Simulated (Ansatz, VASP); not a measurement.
# Cross-check of Zn (Zinc) between VASP and Ansatz

Wanted: the spread between two codes on one cell, functional and k mesh. The two relaxations start from unlike cells of this crystal (the structure described is Ansatz's start), so only their ends are compared.

Main program and level: Ansatz 0.2.0; plane waves, with VASP 6.6.1 beside it; relaxation of cell and atoms at BLYP.

## Step 1: Set-up

The structure is hexagonal, space group P6_3/mmc (No. 194). The conventional cell has a = 2.665 Å, b = 2.665 Å, c = 4.947 Å, α = 90.00°, β = 90.00°, γ = 120.00°. Nearest to Zn lie 12 Zn at 2.66 to 2.91 Å.

## Step 2: Ansatz: relaxation of cell and atoms, BLYP

Ansatz runs on its default PAW (the set named soft_2) files.

The relaxed volume is the usual yardstick between codes: in a stiff, nearly cubic crystal its relative difference is about their pressure difference at one cell divided by the bulk modulus.

input.yaml

```yaml
crystal:
  lattice:
    - [2.6648, 0.0, 0.0]
    - [-1.3324, 2.307784496, 0.0]
    - [0.0, 0.0, 4.9467]
  atoms:
    - { symbol: Zn, position: [0.3333333333, 0.6666666667, 0.25] }
    - { symbol: Zn, position: [0.6666666667, 0.3333333333, 0.75] }
kpoints:
  mp_grid: { grid: [27, 27, 12] }
hamiltonian:
  xc: blyp
scf:
  occupations: { method: methfessel_paxton, width: 0.25 }
output:
  forces: true
  stress: true
  eigenvalues: true
  write_density: true
  write_potential: true
  elf: true
  volumetric_format: npy
relax:
  adjacent_minimum: "off"
  f_tol: 0.005
  max_steps: 60
  cell: { stress_tol: 0.03 }
```

Command:

```
> ansatz run input.yaml --threads 4 --pin off --max-ram 16384MiB --backend cpu --events-out ev --progress --plain --runs-dir out
```

Numbers of over 12 decimals in the logs are rounded to 6 here.

Output:

```text
Engine: ansatz 0.2.0, aarch64-unknown-linux-gnu
Pseudopotentials: kind: paw
Pseudopotential: Zn, paw, valence charge 12, recommended cutoff 420 eV (normal), Zn.paw.azcp
Functional definition: BLYP
  parameter beta = 0.0042
  parameter a = 0.04918
  parameter b = 0.132
  parameter c = 0.2533
  parameter d = 0.349
  exchange = b88_x(beta = beta)
  correlation = lyp_c(a = a, b = b, c = c, d = d)
Crystal: 2 atoms, lattice volume = 30.421 Å³
Basis set: ecut = 420 eV, 611 PW (Γ), exchange–correlation on 36×36×72 points (8 copies of the dense FFT grid, shifted against one another)
Bands: 16, of which v1, the nominal top of the filled ones, is band 12 counted from 1 (11 counted from 0)
Symmetry: 24 space group operations
Space group: P63/mmc (ITA 194), of the structure as read, at distance tolerance 3.1e-5 Å
k-points: 525 of 8748
Non-local potential: Zn, projectors of the file, l = 0: 2, l = 1: 2, l = 2: 3, l = 3: 1
PAW form: soft (Blöchl's): semilocal exchange-correlation on the pseudo side does not see the compensation charge
PAW frozen core: Zn, regenerated for the run's functional, and the local potential with it (the file was generated under x = pbe(κ = 0.804, μ = 0.219515), c = pbe(β = 0.066725))
PAW one-centre angular grid: Zn, 590 points (default); XC on 64 Gauss nodes
Initial density: superposition of atomic densities (neutral atoms: chi_scale 0, normalization atom), corrected by the library's trained network
Initial wavefunctions: pseudopotential atomic-orbital guess
Functional: x = b88, c = lyp
SCF iter   1: F=—  HF=-6656.797895 eV  |F-HF|=—  |Δ(HF+E_count)|=         —  Δρ=5.75e-3  dr2=9.62e-3  ethr=1.77e-3  ⟨swp⟩=4.8  Hψ=39973  notcnv=0
preconditioner: auto → none  [metal: Δε(μ)=0.025 eV  Ē_g=13.240 eV  σ=0.250 eV  W_gap=0.08  n_scr=4 (ndim 8)  ℏωp=33.0 eV  f_vac=0.000  D(μ)=0.35/eV (n_scr^D=2)  sad-step TF]
SCF iter   2: F=—  HF=-6656.798147 eV  |F-HF|=—  |Δ(HF+E_count)|=   2.51e-4  S|Δr|=    0.00e0  Δρ=3.94e-3  dr2=4.08e-3  ethr=4.01e-5  ⟨swp⟩=1.1  Hψ=12781  notcnv=0
SCF iter   3: F=—  HF=-6656.798804 eV  |F-HF|=—  |Δ(HF+E_count)|=   6.57e-4  S|Δr|=    0.00e0  Δρ=2.23e-3  dr2=1.01e-3  ethr=1.70e-5  ⟨swp⟩=2.0  Hψ=13863  notcnv=0
SCF iter   4: F=—  HF=-6656.798158 eV  |F-HF|=—  |Δ(HF+E_count)|=   6.46e-4  S|Δr|=    0.00e0  Δρ=4.91e-4  dr2=2.57e-5  ethr=4.19e-6  ⟨swp⟩=2.0  Hψ=14376  notcnv=0
SCF iter   5: F=—  HF=-6656.798226 eV  |F-HF|=—  |Δ(HF+E_count)|=   6.86e-5  S|Δr|=    0.00e0  Δρ=1.84e-4  dr2=4.21e-6  ethr=1.07e-7  ⟨swp⟩=2.0  Hψ=14731  notcnv=0
SCF iter   6: F=-6656.798224 eV  HF=-6656.798224 eV  |F-HF|=6.08e-10  |Δ(HF+E_count)|=   2.69e-6  S|Δr|=    0.00e0  Δρ=5.90e-6  dr2=6.14e-9  ethr=4.17e-10  ⟨swp⟩=7.2  Hψ=62433  notcnv=0
SCF 1 converged in 6 iterations: F = -6656.798224 eV  dr2 = 6.14e-9
  greatest PAW one-centre occupation: 0.983 electrons in one spin orbital (limit 2), on the Zn atom at site 1 (counted from 0), in its partial waves of l = 2
relax step   1: F+E_penalty+E_count = -6656.79822358 eV  Δ(F+E_penalty+E_count) = +0.000e0 eV  max|allowed force component| = 2.128e-16 eV/Å  Δτ_max = 0.0000 Å  P = +5.448 GPa  Ω = 30.421 Å³  (6 SCF iters, dr2 threshold 1.00e-7 eV, accepted)
[...]
relax step  11: F+E_penalty+E_count = -6656.91413227 eV  Δ(F+E_penalty+E_count) = -5.172e-4 eV  max|allowed force component| = 1.411e-16 eV/Å  Δτ_max = 0.0000 Å  P = -0.015 GPa  Ω = 36.249 Å³  stress off target by 3.36e-2 GPa  SCF on the basis re-selected at this cell (its energy is not comparable with the rows above)  (7 SCF iters)
[...]
relax step  12: F+E_penalty+E_count = -6656.91413121 eV  Δ(F+E_penalty+E_count) = +1.055e-6 eV  max|allowed force component| = 1.457e-16 eV/Å  Δτ_max = 0.0000 Å  P = +0.000 GPa  Ω = 36.267 Å³  energy of the carried Pulay correction = -5.657e-6 eV  (4 SCF iters, dr2 threshold 2.82e-9 eV, accepted)
[...]
relax step  13: F+E_penalty+E_count = -6656.91413657 eV  Δ(F+E_penalty+E_count) = -5.356e-6 eV  max|allowed force component| = 1.388e-16 eV/Å  Δτ_max = 0.0000 Å  P = -0.000 GPa  Ω = 36.267 Å³  stress off target by 2.66e-3 GPa  SCF on the basis re-selected at this cell (its energy is not comparable with the rows above)  (5 SCF iters)
basis re-selected at this cell: Δ(F+E_penalty+E_count) = -5.356e-6 eV, ΔP = -0.000 GPa vs the last step (what re-selecting the basis moved, of the pressure what is left beyond the Pulay correction that the steps carried, after the strain that the cell walked since its last selection, with what the two solves' SCF thresholds leave and, on support functions, any second-order correction that the steps lacked; it is no m [...]
SCF converged after 5 iterations
Stability not checked: this state was not tested for a lower state beside it, because cold or Methfessel-Paxton smearing, or corrected tetrahedra, fill the levels in a way that the test cannot read (fill_not_monotonic; see scf.lower_state_search)
Free energy (F): -6656.914137 eV
Harris-Foulkes:  -6656.914137 eV  (|F-HF|=1.82e-12)
Internal energy: -6656.913953 eV  (E = F + TS)
E sigma→0 (E₀):  -6656.914091 eV
Entropy (-TS):   -0.000183 eV (-0.092 meV/atom)
Fermi energy:    8.951714 eV
--- Per-component energies (eV) ---
  E_band       = 52.023531
  E_kinetic    = 261.715606
  E_local      = -3384.104844  (includes V_loc(G=0)·N_el)
  E_nonlocal   = 1215.590921
  E_hartree    = 1420.951700
  E_xc         = -272.069770
  E_vxc        = -101.439896  (∫ρ·V_xc dr)
  E_paw        = -3671.423986  (= ΣΔE_a)
  E_vpaw       = -781.640951  (= ΣTr[D̂ρ^β])
  E_aug_tail   = -0.000741  (compensation charges beyond the density's cutoff)
  E_ewald      = -2227.441596
  E_core_change = -0.131244  (= ΣΔE_core)
  E_smearing   = -0.000183  (= −TS)
  E_closure    = 0.000000  (closes the sum)
  Σ components = -6656.914137   (vs F -6656.914137, Δ=0.00e0)
--- Forces (eV/Å), atoms counted from 1 ---
  atom   1  Zn     0.00000000     0.00000000     0.00000000
  atom   2  Zn    -0.00000000    -0.00000000    -0.00000000
  max |Σ_I F_I| component: 0.00e0 eV/Å
--- Stress (GPa, compression-positive) ---
       -0.001366      -0.000000      -0.000000
       -0.000000      -0.001366       0.000000
       -0.000000       0.000000       0.002659
  P = ⅓ Tr σ = -0.0000 GPa (-0.000 kbar)
--- Band table (eV; the first three rows and the last of 525) ---
  k-point 0: bands = [... 8 lower, 1.9018, 1.9450, 1.9450, 3.8844, 5.8723, 15.6662, 19.9226, 27.9935]
  k-point 1: bands = [... 8 lower, 1.9026, 1.9443, 1.9443, 3.6917, 6.1269, 15.2880, 20.3492, 28.0156]
  k-point 2: bands = [... 8 lower, 1.9049, 1.9423, 1.9423, 3.2829, 6.7223, 14.4242, 21.3585, 28.0809]
  k-point 524: bands = [... 8 lower, 1.8366, 1.8366, 11.0159, 11.0159, 11.3828, 11.3828, 11.5374, 11.5374]
--- Relaxed structure (10 steps of the walk, 10 accepted, 3 SCFs on fresh bases) ---
  F+E_penalty+E_count = -6656.91413657 eV   max|allowed force component| = 1.388e-16 eV/Å   (the final SCF, on the basis selected at the relaxed cell)
  cell:  # Å, volume = 36.2675 Å³
    - [2.634193, 0, 0]
    - [-1.317097, 2.281278, 0]
    - [0, 0, 6.035195]
  atoms:
    - { symbol: Zn, position: [0.333333, 0.666667, 0.25] }
    - { symbol: Zn, position: [0.666667, 0.333333, 0.75] }
```

## Step 3: VASP: relaxation of cell and atoms, BLYP

Its own start cell and the same functional (in two slightly different forms), mesh and smearing now go to VASP, with its own data sets.

Lines of VASP's logs that name or quote its potential files are left out, and so is its time.

INCAR

```
SYSTEM = Zn
PREC = Accurate
ENCUT = 500
EDIFF = 1E-07
NELM = 120
ISMEAR = 1
SIGMA = 0.25
LREAL = .FALSE.
ALGO = Normal
GGA = B5
ALDAX = 1
AGGAX = 1
AGGAC = 1
ALDAC = 0
NBANDS = 18
LORBIT = 11
LWAVE = .FALSE.
LCHARG = .FALSE.
ISIF = 3
IBRION = 2
NSW = 80
EDIFFG = -0.005
LASPH = .TRUE.
GGA_COMPAT = .FALSE.
NELMIN = 4
KPAR = 2
```

POSCAR

```
Zn
1.0
    2.6410455148      0.0000000000      0.0000000000
   -1.3205227574      2.2872120325      0.0000000000
    0.0000000000      0.0000000000      5.9356884984
Zn
2
Direct
    0.3333334056      0.6666668111      0.2500000000
    0.6666665944      0.3333331889      0.7500000000
```

KPOINTS

```
Automatic mesh
0
Gamma
27 27 12
0 0 0
```

The projector-augmented-wave data sets are Zn (PBE family, release 64).

Command:

```
> mpirun -np 2 vasp_std
```

Output:

```text
[banner, memory and clock lines left out]
running    2 mpi-ranks, on    1 nodes
 distrk:  each k-point on    1 cores,    2 groups
 distr:  one band on    1 cores,    1 groups

 POSCAR found type information on POSCAR Zn
 POSCAR found :  1 types and       2 ions
|                                                                             |
|               ----> ADVICE to this user running VASP <----                  |
|                                                                             |
|     You enforced a specific xc type in the INCAR file but a different       |
|     [... a line on the potential file left out ...]
|     I HOPE YOU KNOW WHAT YOU ARE DOING!                                     |
|                                                                             |

 LDA part: xc-table for (Slater(with rela. corr.)+VWN5), standard interpolation
 POSCAR, INCAR and KPOINTS ok, starting setup
 FFT: planning ... GRIDC
 FFT: planning ... GRID_SOFT
 FFT: planning ... GRID
 WAVECAR not read
 entering main loop
       N       E                     dE             d eps       ncg     rms          rms(c)
DAV:   1     0.111834244269E+03    0.11183E+03   -0.12245E+04 19140   0.195E+03
DAV:   2     0.389560041138E+01   -0.10794E+03   -0.10517E+03 19036   0.294E+02
DAV:   3    -0.946991840059E+00   -0.48426E+01   -0.48289E+01 21474   0.706E+01
DAV:   4    -0.977401793924E+00   -0.30410E-01   -0.30402E-01 20754   0.592E+00
DAV:   5    -0.977448108119E+00   -0.46314E-04   -0.46314E-04 20538   0.205E-01    0.315E+00
DAV:   6    -0.801803588666E+00    0.17564E+00   -0.80181E-01 20272   0.178E+01    0.215E+00
DAV:   7    -0.793345683997E+00    0.84579E-02   -0.28369E-02 21460   0.260E+00    0.113E+00
DAV:   8    -0.789744468367E+00    0.36012E-02   -0.46271E-03 20436   0.821E-01    0.577E-02
DAV:   9    -0.789881412584E+00   -0.13694E-03   -0.77636E-04 20334   0.307E-01    0.379E-02
DAV:  10    -0.789899244601E+00   -0.17832E-04   -0.69973E-05 19956   0.897E-02    0.587E-03
DAV:  11    -0.789898951860E+00    0.29274E-06   -0.59148E-07 20842   0.618E-03    0.439E-03
DAV:  12    -0.789898903106E+00    0.48754E-07   -0.66597E-07 20070   0.819E-03
   1 F= -.78989890E+00 E0= -.79016024E+00  d E =-.789899E+00
[... from here on, the cycles between the ionic steps are left out ...]
   2 F= -.79016026E+00 E0= -.79039882E+00  d E =-.261361E-03
   3 F= -.79027442E+00 E0= -.79049664E+00  d E =-.375515E-03
   4 F= -.79035036E+00 E0= -.79053853E+00  d E =-.451456E-03
   5 F= -.79051042E+00 E0= -.79065282E+00  d E =-.160058E-03
   6 F= -.79074670E+00 E0= -.79076155E+00  d E =-.396341E-03
   7 F= -.79076183E+00 E0= -.79074477E+00  d E =-.411473E-03
   8 F= -.79076087E+00 E0= -.79074793E+00  d E =-.410514E-03
   9 F= -.79076616E+00 E0= -.79075775E+00  d E =-.528375E-05
  10 F= -.79075031E+00 E0= -.79075560E+00  d E =0.105619E-04
 curvature:  -5.92 expect dE=-0.356E-04 dE for cont linesearch -0.165E-04
 ZBRENT: interpolating
 opt :   2.3117  next Energy=    -0.790754 (dE= 0.710E-05)
 bond charge predicted
       N       E                     dE             d eps       ncg     rms          rms(c)
DAV:   1    -0.791141978244E+00   -0.39173E-03   -0.42711E-03 20160   0.111E+00    0.137E-01
DAV:   2    -0.790811669687E+00    0.33031E-03   -0.12705E-03 20020   0.693E-01    0.446E-02
DAV:   3    -0.790776956783E+00    0.34713E-04   -0.24690E-05 21146   0.688E-02    0.246E-02
DAV:   4    -0.790761570588E+00    0.15386E-04   -0.49625E-06 25200   0.326E-02    0.135E-03
DAV:   5    -0.790761725197E+00   -0.15461E-06   -0.94603E-07 19798   0.995E-03    0.944E-04
DAV:   6    -0.790761864582E+00   -0.13939E-06   -0.34767E-08  9700   0.310E-03    0.442E-04
DAV:   7    -0.790761828517E+00    0.36066E-07   -0.21388E-08  9538   0.264E-03
  11 F= -.79076183E+00 E0= -.79076183E+00  d E =-.955368E-06
 curvature:  -1.24 expect dE=-0.162E-05 dE for cont linesearch -0.117E-05
 trial: gam= 0.00000 g(F)=  0.306E-43 g(S)=  0.130E-05 ort =-0.430E-05 (trialstep = 0.111E+01)
 search vector abs. value=  0.130E-05
 reached required accuracy - stopping structural energy minimisation
```

Parts of OUTCAR (step 3):

```text
ion  position               nearest neighbor table
   1  0.333  0.667  0.250-
   2  0.667  0.333  0.750-

  LATTYP: Found a hexagonal cell.
 ALAT       =     2.6410455148
 C/A-ratio  =     2.2474767910

 Subroutine GETGRP returns: Found 24 space group operations
 (whereof 12 operations were pure point group operations)

The static configuration has the point symmetry D_3d.
 The point group associated with its full space group is D_6h.

 Found    525 irreducible k-points:

   k-points           NKPTS =    525   k-points in BZ     NKDIM =    525   number of bands    NBANDS=     18

   dimension x,y,z NGX =    20 NGY =   20 NGZ =   48
   dimension x,y,z NGXF=    40 NGYF=   40 NGZF=   96

   ENCUT  =  500.0 eV  36.75 Ry    6.06 a.u.   4.82  4.82 10.82*2*pi/ulx,y,z

   NELECT =      24.0000    total number of electrons

 k-points in reciprocal lattice and weights: Automatic mesh
   0.00000000  0.00000000  0.00000000       0.000
   0.03703704 -0.00000000  0.00000000       0.001
   0.07407407 -0.00000000  0.00000000       0.001
   0.11111111 -0.00000000  0.00000000       0.001
   0.14814815 -0.00000000  0.00000000       0.001
   0.18518519 -0.00000000  0.00000000       0.001
   0.22222222  0.00000000  0.00000000       0.001
   0.25925926 -0.00000000  0.00000000       0.001
   0.29629630  0.00000000  0.00000000       0.001
[...]
0.33333333  0.29629630  0.50000000       0.001
   0.33333333  0.33333333  0.50000000       0.000

 average (electrostatic) potential at core
       1 -37.6044       2 -37.6044

 E-fermi :   2.2953

 k-point     1 :       0.0000    0.0000    0.0000
  band No.  band energies     occupation
    ...
      9      -4.7905      2.00000
     10      -4.7468      2.00000
     11      -4.7468      2.00000
     12      -2.7540      2.00000
     13      -0.7701      2.00000
     14       9.0829      0.00000
     15      13.3363      0.00000
     16      21.2863      0.00000
     17      21.2863      0.00000
     18      22.4516      0.00000

 k-point     2 :       0.0370   -0.0000    0.0000
  band No.  band energies     occupation
    ...
      9      -4.7928      2.00000
     10      -4.7640      2.00000
     11      -4.7478      2.00000
     12      -2.7338      2.00000
     13      -0.7137      2.00000
     14       9.1307      0.00000
     15      13.3605      0.00000
     16      20.4136      0.00000
     17      20.8243      0.00000
     18      22.0764      0.00000

 k-point     3 :       0.0741   -0.0000    0.0000
  band No.  band energies     occupation
    ...
      9      -4.8091      2.00000
     10      -4.7997      2.00000
     11      -4.7509      2.00000
     12      -2.6715      2.00000
     13      -0.5478      2.00000
     14       9.2729      0.00000
     15      13.4315      0.00000
     16      18.7603      0.00000
     17      19.9971      0.00000
     18      21.3937      0.00000

  Total        0.0044914      0.0044914      0.0037075      0.0000000     -0.0000000      0.0000000
  in kB        0.1977839      0.1977838      0.1632643      0.0000000     -0.0000000      0.0000000
  external PRESSURE =       0.1862773 kB  Pullay stress =       0.0000000 kB

  energy-cutoff  :      500.00
  volume of cell :       36.38
      direct lattice vectors                 reciprocal lattice vectors
     2.639761477  0.000000000 -0.000000000     0.378822105  0.218713090  0.000000000
    -1.319880739  2.286100024 -0.000000000    -0.000000000  0.437426180  0.000000000
     0.000000000 -0.000000000  6.028884304     0.000000000  0.000000000  0.165868169

 POSITION                                       TOTAL-FORCE (eV/Angst)
 -----------------------------------------------------------------------------------
      0.00000      1.52407      1.50722         0.000000     -0.000000      0.000000
      1.31988      0.76203      4.52166        -0.000000      0.000000     -0.000000
 -----------------------------------------------------------------------------------
    total drift:                               -0.000000     -0.000015      0.000000

  FREE ENERGIE OF THE ION-ELECTRON SYSTEM (eV)
  ---------------------------------------------------
  free  energy   TOTEN  =        -0.7907618285 eV

  energy  without entropy=       -0.7907618300  energy(sigma->0) =       -0.79076183

 reached required accuracy - stopping structural energy minimisation

 total charge
# of ion       s       p       d       tot
------------------------------------------
    1        0.637   0.394   9.728  10.758
    2        0.637   0.394   9.728  10.758
--------------------------------------------------
tot          1.274   0.787  19.455  21.517

[... 3 further parts left out ...]
```

The run keeps the 24 symmetry operations of its start, so it cannot find a distortion of lower symmetry.

## Step 4: Differences

Known differences besides the potentials themselves: the cutoff is 420 eV in Ansatz and 500 eV in VASP; Ansatz makes its cores anew for this functional, VASP keeps those of its PBE data sets; VASP's log shows a relativistic correction to its local exchange, Ansatz's none; Ansatz adds a Pulay correction to the stress that steers its cell, VASP none. Total energies have different zeros and are not compared.

Compared:

| quantity | Ansatz | VASP | difference |
| --- | --- | --- | --- |
| volume (Å³) | 36.27 | 36.38 | -0.32 % |
| edge a after relaxation, in the typed setting (Å) | 2.634 | 2.640 | -0.21 % |
| edge c after relaxation, in the typed setting (Å) | 6.035 | 6.029 | +0.10 % |

## Step 5: Results

```yaml
difference_in_volume_relaxation_of_cell_and_atoms_blyp: -0.32 %
```

What this shows: The difference in volume is -0.32 % (relaxation of cell and atoms, BLYP), within the 1.2 % picked in this series as the mark of a large difference, as far as the stopping tolerances let one tell. How closely two codes agree says nothing of how well the functional describes the real material.

[Lines on the potential files, build, host, timing and source positions are cut from VASP's logs without a mark.]

[Logs are printed without paths, hosts, clocks, repeated set-up lines and the standing remarks that a program may print on its own settings, such as how far it seeks lower states.]

[Hosts, paths, dates, database ids (printed as entryN), source tags and the programs' standing remarks are cut or masked in the printed files.]
